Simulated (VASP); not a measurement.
Data:

```yaml
crystal:
  lattice:
    - [5.19924, 2.59300, 2.59300]
    - [2.59300, 5.19924, 2.59300]
    - [2.59300, 2.59300, 5.19924]
  atoms:
    - { symbol: Mn, position: [0.00000, 0.00000, 0.00000], spin: 4.2 }
    - { symbol: Mn, position: [0.50000, 0.50000, 0.50000], spin: -4.2 }
    - { symbol: S, position: [0.25000, 0.25000, 0.25000] }
    - { symbol: S, position: [0.75000, 0.75000, 0.75000] }
```

Method: RPBE GGA, VASP's PBE PAW potentials (set 64) (plane waves; VASP 6.6.1). Run with 520 eV cut-off, Gaussian smearing of 0.050 eV, potentials Mn_pv S.

Question: Give the spin-up energies of bands 9 to 22 at the high-symmetry points, in eV from the valence-band maximum.

Answer: 
```json
[
 {"band": "9", "Γ": "-6.23", "T": "-4.59", "H2": "-5.34", "L": "-5.57", "S0": "-5.40", "F": "-6.25"},
 {"band": "10", "Γ": "-3.95", "T": "-4.00", "H2": "-5.26", "L": "-5.22", "S0": "-5.06", "F": "-5.25"},
 {"band": "11", "Γ": "-3.95", "T": "-3.75", "H2": "-4.54", "L": "-4.39", "S0": "-4.75", "F": "-3.91"},
 {"band": "12", "Γ": "-2.64", "T": "-3.75", "H2": "-4.43", "L": "-3.91", "S0": "-4.33", "F": "-3.84"},
 {"band": "13", "Γ": "-2.64", "T": "-2.62", "H2": "-3.74", "L": "-3.76", "S0": "-3.81", "F": "-2.88"},
 {"band": "14", "Γ": "-2.44", "T": "-2.62", "H2": "-3.52", "L": "-2.94", "S0": "-3.54", "F": "-2.87"},
 {"band": "15", "Γ": "-1.30", "T": "-2.36", "H2": "-2.35", "L": "-2.61", "S0": "-2.35", "F": "-2.83"},
 {"band": "16", "Γ": "-1.30", "T": "-2.36", "H2": "-2.14", "L": "-2.31", "S0": "-2.15", "F": "-2.31"},
 {"band": "17", "Γ": "-1.27", "T": "-2.12", "H2": "-2.10", "L": "-2.06", "S0": "-2.05", "F": "-2.14"},
 {"band": "18", "Γ": "-1.16", "T": "0.00", "H2": "-0.98", "L": "-0.73", "S0": "-1.02", "F": "-0.91"},
 {"band": "19", "Γ": "-1.16", "T": "0.00", "H2": "-0.70", "L": "-0.60", "S0": "-0.72", "F": "-0.45"},
 {"band": "20", "Γ": "1.46", "T": "1.38", "H2": "1.62", "L": "1.00", "S0": "1.60", "F": "1.01"},
 {"band": "21", "Γ": "1.46", "T": "1.38", "H2": "1.69", "L": "1.94", "S0": "1.76", "F": "2.03"},
 {"band": "22", "Γ": "1.57", "T": "1.41", "H2": "2.00", "L": "2.12", "S0": "1.95", "F": "2.06"}
]
```

Question: Give the spin-down energies of bands 9 to 22 at the high-symmetry points, in eV from the valence-band maximum.

Answer: 
```tsv
band	Γ	T	H2	L	S0	F
9	-6.23	-4.59	-5.34	-5.57	-5.40	-6.25
10	-3.95	-4.00	-5.26	-5.22	-5.06	-5.25
11	-3.95	-3.75	-4.54	-4.39	-4.75	-3.91
12	-2.64	-3.75	-4.43	-3.91	-4.33	-3.84
13	-2.64	-2.62	-3.74	-3.76	-3.81	-2.88
14	-2.44	-2.62	-3.52	-2.94	-3.54	-2.87
15	-1.30	-2.36	-2.35	-2.61	-2.35	-2.83
16	-1.30	-2.36	-2.14	-2.31	-2.15	-2.31
17	-1.27	-2.12	-2.10	-2.06	-2.05	-2.14
18	-1.16	0.00	-0.98	-0.73	-1.02	-0.91
19	-1.16	0.00	-0.70	-0.60	-0.72	-0.45
20	1.46	1.38	1.62	1.00	1.60	1.01
21	1.46	1.38	1.69	1.94	1.76	2.03
22	1.57	1.41	2.00	2.12	1.95	2.06
```

The gap is indirect, 1.01 eV, from the valence maximum at T to the conduction minimum at L.

The compound is MnS in the rock salt, AFM-II order structure. It was relaxed first.
